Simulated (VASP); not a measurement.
# NaRh (Pm-3m) in VASP: single point with PBE

Aim: the single point of NaRh with PBE.

Everything below comes from runs of VASP 6.6.1. Logs are shortened: lines on timing, memory, paths and dates and some standing lists are left out, and cuts for length are marked.

### 1 The structure

Symmetry: Pm-3m, No. 221, cubic system. The conventional cell has a = 3.217 Å, b = 3.217 Å, c = 3.217 Å, α = 90.00°, β = 90.00°, γ = 90.00°. Rh (site symmetry m-3m) has 8 Na at 2.79 Å as nearest neighbours. Around Na (site symmetry m-3m) lie 8 Rh at 2.79 Å.

The cell was built by a generator and needn't be a form met in nature.

### 2 Single point, PBE

File INCAR:

```
PREC = Accurate
ENCUT = 520
EDIFF = 1E-7
ISMEAR = -1
SIGMA = 0.056
LREAL = F
LASPH = T
NELM = 80
ALGO = Normal
ISIF = 2
LWAVE = F
LCHARG = F
GGA = PE
NBANDS = 18
```

File KPOINTS:

```
Automatic mesh
0
Gamma
  10 10 10
```

File POSCAR:

```
NaRh
1.0
    3.2165600000      0.0000000000      0.0000000000
    0.0000000000      3.2165600000      0.0000000000
    0.0000000000      0.0000000000      3.2165600000
Rh Na
1 1
Direct
    0.5000000000      0.5000000000      0.5000000000
    0.0000000000      0.0000000000      0.0000000000
```

Potentials or basis: VASP PAW PBE potentials, release 64 (Rh_pv, Na_pv).

The run is started by

```
> cat potpaw_PBE.64/Rh_pv/POTCAR potpaw_PBE.64/Na_pv/POTCAR > POTCAR
> mpirun -np 1 vasp_std > vasp.out
```

OUTCAR:

```text
PREC = Accurate
   ENCUT = 520
   EDIFF = 1E-7
   ISMEAR = -1
   LREAL = F
   LASPH = T
   NELM = 80
   ISIF = 2
   GGA = PE

 ion  position               nearest neighbor table
   1  0.500  0.500  0.500-   2 2.79   2 2.79   2 2.79   2 2.79   2 2.79   2 2.79   2 2.79   2 2.79

   2  0.000  0.000  0.000-   1 2.79   1 2.79   1 2.79   1 2.79   1 2.79   1 2.79   1 2.79   1 2.79

  LATTYP: Found a simple cubic cell.
 ALAT       =     3.2165600000

  Lattice vectors:

 A1 = (   3.2165600000,   0.0000000000,   0.0000000000)
 A2 = (   0.0000000000,   3.2165600000,   0.0000000000)
 A3 = (   0.0000000000,   0.0000000000,   3.2165600000)

Analysis of symmetry for initial positions (statically):
=====================================================================
 Subroutine PRICEL returns:
 Original cell was already a primitive cell.

 Routine SETGRP: Setting up the symmetry group for a
 simple cubic supercell.

 Subroutine GETGRP returns: Found 48 space group operations
 (whereof 48 operations were pure point group operations)
 out of a pool of 48 trial point group operations.

The static configuration has the point symmetry O_h .

Analysis of symmetry for dynamics (positions and initial velocities):
=====================================================================
 Subroutine PRICEL returns:
 Original cell was already a primitive cell.

 Routine SETGRP: Setting up the symmetry group for a
 simple cubic supercell.

 Subroutine GETGRP returns: Found 48 space group operations
 (whereof 48 operations were pure point group operations)
 out of a pool of 48 trial point group operations.

The dynamic configuration has the point symmetry O_h .

 Subroutine INISYM returns: Found 48 space group operations
 (whereof 48 operations are pure point group operations),
 and found     1 'primitive' translations

----------------------------------------------------------------------------------------

                                     Primitive cell

  volume of cell :      33.2794

  direct lattice vectors                    reciprocal lattice vectors
     3.216560000  0.000000000  0.000000000     0.310891138  0.000000000  0.000000000
     0.000000000  3.216560000  0.000000000     0.000000000  0.310891138  0.000000000
     0.000000000  0.000000000  3.216560000     0.000000000  0.000000000  0.310891138

  length of vectors
     3.216560000  3.216560000  3.216560000     0.310891138  0.310891138  0.310891138

  position of ions in fractional coordinates (direct lattice)
     0.500000000  0.500000000  0.500000000
     0.000000000  0.000000000  0.000000000

  ion indices of the primitive-cell ions
   primitive index   ion index
                 1           1
                 2           2

----------------------------------------------------------------------------------------

 KPOINTS: Automatic mesh

Automatic generation of k-mesh.
 Grid dimensions read from file:
 generate k-points for:   10   10   10

 Generating k-lattice:

  Cartesian coordinates                     Fractional coordinates (reciprocal lattice)
     0.031089114  0.000000000  0.000000000     0.100000000  0.000000000  0.000000000
     0.000000000  0.031089114  0.000000000     0.000000000  0.100000000  0.000000000
     0.000000000  0.000000000  0.031089114     0.000000000  0.000000000  0.100000000

  Length of vectors
     0.031089114  0.031089114  0.031089114

  Shift w.r.t. Gamma in fractional coordinates (k-lattice)
     0.000000000  0.000000000  0.000000000

 Subroutine IBZKPT returns following result:
 ===========================================

 Found     56 irreducible k-points:

 Following reciprocal coordinates:
            Coordinates               Weight
  0.000000  0.000000  0.000000      1.000000
  0.100000  0.000000  0.000000      6.000000
  0.200000  0.000000  0.000000      6.000000
  0.300000  0.000000  0.000000      6.000000
  0.400000  0.000000  0.000000      6.000000
  0.500000  0.000000  0.000000      3.000000
[... 16 lines left out ...]
  0.200000  0.100000  0.100000     24.000000
  0.300000  0.100000  0.100000     24.000000
 [... further k-points ...]
   k-points           NKPTS =     56   k-points in BZ     NKDIM =     56   number of bands    NBANDS=     18
   number of dos      NEDOS =    301   number of ions     NIONS =      2
   total plane-waves  NPLWV =  13824
   dimension x,y,z NGX =    24 NGY =   24 NGZ =   24
   dimension x,y,z NGXF=    48 NGYF=   48 NGZF=   48
   ions per type =               1   1
   NGX,Y,Z   is equivalent  to a cutoff of  12.40, 12.40, 12.40 a.u.
   NGXF,Y,Z  is equivalent  to a cutoff of  24.81, 24.81, 24.81 a.u.
 SYSTEM =  unknown system
   PREC   = accura    normal or accurate (medium, high low for compatibility)
   ISTART =      0    job   : 0-new  1-cont  2-samecut
   ICHARG =      2    charge: 1-file 2-atom 10-const
   ISPIN  =      1    spin polarized calculation?
   LNONCOLLINEAR =      F non collinear calculations
   LSORBIT =      F    spin-orbit coupling
   LASPH  =      T    aspherical Exc in radial PAW
   ENCUT  =  520.0 eV  38.22 Ry    6.18 a.u.   5.98  5.98  5.98*2*pi/ulx,y,z
   NELM   =     80;   NELMIN=  2; NELMDL= -5     # of ELM steps
   EDIFF  = 0.1E-06   stopping-criterion for ELM
   LREAL  =      F    real-space projection
   EDIFFG = 0.1E-05   stopping-criterion for IOM
   NSW    =      0    number of steps for IOM
   IBRION =     -1    ionic relax: 0-MD 1-quasi-New 2-CG
   NFREE  =      0    steps in history (QN), initial steepest desc. (CG)
   ISIF   =      2    stress and relaxation
   ISYM   =      2    0-nonsym 1-usesym 2-fastsym
   POTIM  = 0.5000    time-step for ionic-motion
   TEBEG  =    0.0;   TEEND  =   0.0 temperature during run
   PSTRESS=    0.0 pullay stress
   NELECT =      22.0000    total number of electrons
   NUPDOWN=      -1.0000    fix difference up-down
   EMIN   =  10.00;   EMAX   =-10.00  energy-range for DOS
   EFERMI =   0.00;   METHOD = LEGACY
   ISMEAR =    -1;   SIGMA  =   0.06  broadening in eV -4-tet -1-fermi 0-gaus
   EFERMI_NEDOS =   21; number of points for ismear=-14 and -15
   IALGO  =     38    algorithm
   IMIX   =      4    mixing-type and parameters
     AMIX     =   0.40;   BMIX     =  1.00
     AMIX_MAG =   1.60;   BMIX_MAG =  1.00
  volume/ion in A,a.u.               =      16.64       112.29
  Fermi-wavevector in a.u.,A,eV,Ry     =   1.426124  2.694984 27.671947  2.033831
  Thomas-Fermi vector in A             =   2.546435
   LORBIT       =      0    0 simple, 1 ext, 2 COOP (PROOUT), +10 PAW based schemes
   GGA     = PE    functional components
   LHFCALC =     F    Hartree Fock is set to
   AEXX    =    0.0000 exact exchange contribution
   IVDW    =     0    specifies the selected vdW correction
   LEPSILON=     F    determine dielectric tensor
   LRPA    =     F    only Hartree local field effects (RPA)
 non-spin polarized calculation
  energy-cutoff  :      520.00
  volume of cell :       33.28
 maximum number of plane-waves:       916
 NGX is ok and might be reduce to    24
   NGX = 11   NGY = 11   NGZ = 11

 number of electron      21.9999976 magnetization

 Free energy of the ion-electron system (eV)
  ---------------------------------------------------
  ext. energy  EPLUGINS =         0.00000000
  ---------------------------------------------------
  free energy    TOTEN  =        -7.03480215 eV

  energy without entropy =       -7.00595427  energy(sigma->0) =       -7.02037821

 E-fermi :   4.8834     XC(G=0): -10.8891

 val. band max:        4.8789815754   @ k =   0.5000   0.0000   0.0000
 cond. band min:       4.9008402998   @ k =   0.3000   0.1000   0.0000
 fundamental gap:      0.0218587245
 Fermi energy:         4.8833871338

 k-point     1 :       0.0000    0.0000    0.0000
  band No.  band energies     occupation
      1     -40.0047      2.00000
      2     -40.0047      2.00000
      3     -40.0047      2.00000
      4     -17.5289      2.00000
      5     -17.5289      2.00000
      6     -17.5289      2.00000
[... 10 lines left out ...]
     17      17.2603      0.00000
     18      23.2322      0.00000

 k-point     2 :       0.1000    0.0000    0.0000
  band No.  band energies     occupation
      1     -40.0102      2.00000
      2     -40.0042      2.00000
      3     -40.0042      2.00000
      4     -17.5396      2.00000
      5     -17.5285      2.00000
      6     -17.5285      2.00000
[... 10 lines left out ...]
     17      18.3087      0.00000
     18      23.7758      0.00000

 k-point     3 :       0.2000    0.0000    0.0000
  band No.  band energies     occupation
      1     -40.0245      2.00000
      2     -40.0030      2.00000
      3     -40.0030      2.00000
      4     -17.5677      2.00000
      5     -17.5273      2.00000
      6     -17.5273      2.00000
[... 10 lines left out ...]
     17      19.5317      0.00000
     18      24.3129      0.00000

 k-point     4 :       0.3000    0.0000    0.0000
  band No.  band energies     occupation
      1     -40.0422      2.00000
      2     -40.0016      2.00000
      3     -40.0016      2.00000
      4     -17.6022      2.00000
      5     -17.5260      2.00000
      6     -17.5260      2.00000
[... 375 lines left out ...]
      4     -17.5415      2.00000
      5     -17.5368      2.00000
      6     -17.5368      2.00000
[... 10 lines left out ...]
     17      18.7035      0.00000
     18      23.9755      0.00000

 k-point    23 :       0.2000    0.1000    0.1000
  band No.  band energies     occupation
      1     -40.0236      2.00000
      2     -40.0081      2.00000
      3     -40.0080      2.00000
      4     -17.5659      2.00000
      5     -17.5371      2.00000
      6     -17.5357      2.00000
[... 10 lines left out ...]
     17      20.2471      0.00000
     18      23.1017      0.00000

 k-point    24 :       0.3000    0.1000    0.1000
  band No.  band energies     occupation
      1     -40.0413      2.00000
      2     -40.0067      2.00000
      3     -40.0065      2.00000
      4     -17.5990      2.00000
      5     -17.5345      2.00000
      6     -17.5343      2.00000
[... 10 lines left out ...]
     17      21.5985      0.00000
     18      21.7456      0.00000

 [... further k-points ...]

------------------------ aborting loop because EDIFF is reached ----------------------------------------

  FORCE on cell =-STRESS in cart. coord.  units (eV):
  Direction    XX          YY          ZZ          XY          YZ          ZX
  --------------------------------------------------------------------------------------
  -------------------------------------------------------------------------------------
  Total        0.5929827      0.5929827      0.5929827     -0.0000000     -0.0000000      0.0000000
  in kB       28.5481284     28.5481284     28.5481284     -0.0000000     -0.0000000      0.0000000
  external PRESSURE =      28.5481284 kB  Pullay stress =       0.0000000 kB

 VOLUME and BASIS-vectors are now :
 -----------------------------------------------------------------------------
  energy-cutoff  :      520.00
  volume of cell :       33.28
      direct lattice vectors                 reciprocal lattice vectors
     3.216560000  0.000000000  0.000000000     0.310891138  0.000000000  0.000000000
     0.000000000  3.216560000  0.000000000     0.000000000  0.310891138  0.000000000
     0.000000000  0.000000000  3.216560000     0.000000000  0.000000000  0.310891138

 POSITION                                       TOTAL-FORCE (eV/Angst)
 -----------------------------------------------------------------------------------
      1.60828      1.60828      1.60828         0.000000      0.000000      0.000000
      0.00000      0.00000      0.00000         0.000000      0.000000      0.000000
 -----------------------------------------------------------------------------------
    total drift:                                0.000000     -0.000000     -0.000000

  FREE ENERGIE OF THE ION-ELECTRON SYSTEM (eV)
  ---------------------------------------------------
  free  energy   TOTEN  =        -7.0348021490 eV

  energy  without entropy=       -7.0059542672  energy(sigma->0) =       -7.02037821
```

It took 28 s on 1 thread of AMD EPYC 7R43 (Zen 3), shared host; peak memory 0.11 GiB.

Results:

| Quantity | Value |
| --- | --- |
| Free energy | -7.0348 eV |
| Pressure | 2.9 GPa |
| Band gap on the k mesh | none (metal or under the smearing width) |

Levels at points of the mesh, in eV from the Fermi level:
```tsv
k point	band 7	band 8	band 9	band 10	band 11	band 12	band 13	band 14	band 15	band 16
(0.00, 0.00, 0.00)	-4.61	-2.16	-2.16	0.04	0.04	0.04	10.14	10.14	10.14	12.38
(0.50, 0.00, 0.00)	-2.54	-1.83	-0.66	-0.66	0.00	0.13	2.00	10.89	12.42	12.42
(0.50, 0.50, 0.00)	-2.32	-1.84	-0.63	-0.63	0.69	2.76	2.76	4.61	9.15	15.92
(0.50, 0.50, 0.50)	-1.83	-1.83	-1.83	0.73	0.73	5.29	5.29	5.29	9.36	10.75
```
